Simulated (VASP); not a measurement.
Data:

```
CdHg3Te4
1.0
    6.50546     0.00000     0.00000
    0.00000     6.50546     0.00000
    0.00000     0.00000     6.50546
Cd Hg Te
1 3 4
Direct
  0.00000   0.00000   0.00000
  0.00000   0.50000   0.50000
  0.50000   0.00000   0.50000
  0.50000   0.50000   0.00000
  0.24971   0.24971   0.24971
  0.24971   0.75029   0.75029
  0.75029   0.75029   0.24971
  0.75029   0.24971   0.75029
```

All values below come from PBEsol GGA, VASP's PBE PAW potentials (set 64) (plane waves; VASP). Numerical set-up: 400 eV cut-off, Gaussian smearing of 0.050 eV, potentials Cd Hg Te.

Unless said otherwise, spin-orbit coupling is left out, though it shifts the bands of the heavy elements here.

Predict the band gap (along the path) with the smallest direct gap where there is one.

* **band gap (along the path)**: none (metal, semimetal or under 0.01 eV)

Only differences to runs with the same potentials and settings are physical.

The structure comes from a computed database's CdHg3Te4 entry (P-43m); how it stands against other phases isn't given here. It was relaxed first.
